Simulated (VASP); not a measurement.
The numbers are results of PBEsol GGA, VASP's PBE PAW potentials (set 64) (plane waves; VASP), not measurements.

The input files of a VASP run:

### KPOINTS
```
Automatic mesh
0
Gamma
3 3 6
0 0 0
```

### INCAR
```
SYSTEM = AlGa3P4
PREC = Accurate
ENCUT = 400
EDIFF = 1E-6
NELM = 100
ALGO = Normal
LREAL = .FALSE.
LASPH = .TRUE.
ISMEAR = 0
SIGMA = 0.05
GGA = PS
LMAXMIX = 4
LWAVE = .FALSE.
LCHARG = .FALSE.
IBRION = 2
ISIF = 3
NSW = 60
EDIFFG = -0.02
```

### POSCAR
```
AlGa3P4
1
    0.0020872039     5.4445065533     5.4399354284
    5.4445065533     0.0020872039     5.4399354284
    2.7232968786     2.7232968786     0.0000000000
Ga P Al
3 4 1
Direct
  0.9999405791   0.9999405791   0.0001188418
  0.9999321546   0.5000304029   0.0000374425
  0.5000304029   0.9999321546   0.0000374425
  0.1250205981   0.1250205981   0.2499588038
  0.1248730234   0.6250798518   0.2500471249
  0.6250798518   0.1248730234   0.2500471249
  0.6250696655   0.6250696655   0.2498606690
  0.5000537246   0.5000537246   0.9998925507
```

POTCAR, in this order: Ga_d P Al (PBE.64 set). Program: vasp_std.

The resulting files:

### OSZICAR
```
       N       E                     dE             d eps       ncg     rms          rms(c)
DAV:   1     0.450890264229E+03    0.45089E+03   -0.24387E+04  1220   0.192E+03
DAV:   2     0.245994567643E+02   -0.42629E+03   -0.41344E+03  1313   0.486E+02
DAV:   3    -0.384322216318E+02   -0.63032E+02   -0.60494E+02  1398   0.146E+02
DAV:   4    -0.418317758864E+02   -0.33996E+01   -0.33775E+01  1483   0.352E+01
DAV:   5    -0.419395945694E+02   -0.10782E+00   -0.10765E+00  1734   0.580E+00    0.852E+00
DAV:   6    -0.408504703222E+02    0.10891E+01   -0.21254E+00  1715   0.176E+01    0.521E+00
DAV:   7    -0.406888704357E+02    0.16160E+00   -0.10653E+00  1499   0.477E+00    0.196E+00
DAV:   8    -0.406802129066E+02    0.86575E-02   -0.16178E-01  1496   0.446E+00    0.485E-01
DAV:   9    -0.406800334640E+02    0.17944E-03   -0.14508E-02  1704   0.186E+00    0.143E-01
DAV:  10    -0.406802473329E+02   -0.21387E-03   -0.21104E-03  1634   0.579E-01    0.764E-02
DAV:  11    -0.406803754300E+02   -0.12810E-03   -0.29350E-04  1502   0.292E-01    0.233E-02
DAV:  12    -0.406803791985E+02   -0.37685E-05   -0.47467E-05  1449   0.963E-02    0.176E-02
DAV:  13    -0.406803820613E+02   -0.28628E-05   -0.11355E-05  1366   0.441E-02    0.545E-03
DAV:  14    -0.406803819719E+02    0.89352E-07   -0.29391E-06  1146   0.595E-02
   1 F= -.40680382E+02 E0= -.40680382E+02  d E =-.406804E+02
       N       E                     dE             d eps       ncg     rms          rms(c)
DAV:   1    -0.406808445801E+02   -0.46252E-03   -0.17651E-02  1401   0.912E-01    0.133E-01
DAV:   2    -0.406806458380E+02    0.19874E-03   -0.20272E-03  1465   0.515E-01    0.664E-02
DAV:   3    -0.406805171953E+02    0.12864E-03   -0.27406E-04  1699   0.129E-01    0.254E-02
DAV:   4    -0.406805088010E+02    0.83943E-05   -0.89601E-05  1393   0.634E-02    0.619E-03
DAV:   5    -0.406805082878E+02    0.51313E-06   -0.94100E-06  1459   0.475E-02
   2 F= -.40680508E+02 E0= -.40680508E+02  d E =-.126316E-03
```

**OUTCAR**
```
------------------------ aborting loop because EDIFF is reached ----------------------------------------
  FORCE on cell =-STRESS in cart. coord.  units (eV):
  Direction    XX          YY          ZZ          XY          YZ          ZX
  --------------------------------------------------------------------------------------
  Total       -0.0421623     -0.0421623     -0.0158588      0.0495845      0.0000000      0.0000000
  in kB       -0.4186736     -0.4186736     -0.1574791      0.4923764      0.0000000      0.0000000
  external PRESSURE =      -0.3316088 kB  Pullay stress =       0.0000000 kB
  volume of cell :      161.35
      direct lattice vectors                 reciprocal lattice vectors
    -0.000898243  5.445054419  5.441953733    -0.091811301  0.091811301  0.091878767
     5.445054419 -0.000898243  5.441953733     0.091811301 -0.091811301  0.091878767
     2.722078088  2.722078088  0.000000000     0.183683195  0.183683195 -0.183757534
 POSITION                                       TOTAL-FORCE (eV/Angst)
 -----------------------------------------------------------------------------------
      5.44416      5.44416     10.88343        -0.000000     -0.000000     -0.011003
      5.44433      8.16606      8.16320         0.000565     -0.000565     -0.008602
      8.16606      5.44433      8.16320        -0.000565      0.000565     -0.008602
      1.36104      1.36104      1.36006         0.000000      0.000000      0.007496
      4.08482      1.35933      4.08000         0.001880     -0.001880      0.005323
      1.35933      4.08482      4.08000        -0.001880      0.001880      0.005323
      4.08312      4.08312      6.80390         0.000000      0.000000      0.017491
      5.44416      5.44416      5.44380        -0.000000      0.000000     -0.007425
 -----------------------------------------------------------------------------------
    total drift:                               -0.000007     -0.000007     -0.001195
  FREE ENERGIE OF THE ION-ELECTRON SYSTEM (eV)
  ---------------------------------------------------
  free  energy   TOTEN  =       -40.6805082878 eV

  energy  without entropy=      -40.6805082878  energy(sigma->0) =      -40.68050829

 reached required accuracy - stopping structural energy minimisation
```
(Selected blocks of OUTCAR.)

### CONTCAR
```
AlGa3P4
   1.00000000000000
    -0.0008982429279913    5.4450544192152872    5.4419537334191386
     5.4450544192152872   -0.0008982429279913    5.4419537334191386
     2.7220780881436477    2.7220780881436477    0.0000000000000000
  Ga              P               Al
     3     4     1
Direct
     0.9999558479136704    0.9999558479136704    0.0000883041726590
     0.9999109821383745    0.5001381025850785    0.9999509152765541
     0.5001381025850785    0.9999109821383745    0.9999509152765541
     0.1249606356319342    0.1249606356319342    0.2500787287361316
     0.1246348943386779    0.6250957735948117    0.2502693321665121
     0.6250957735948117    0.1246348943386779    0.2502693321665121
     0.6251340637521242    0.6251340637521242    0.2497318724957517
     0.5001697000453356    0.5001697000453356    0.9996605998093270
```

The structure was generated: AlGa3P4 was put into an ordered model structure (Amm2), which need not be its known phase. This run relaxes it. Symmetry was kept, so distortions that lower it aren't found. The start is the result of an earlier pass.
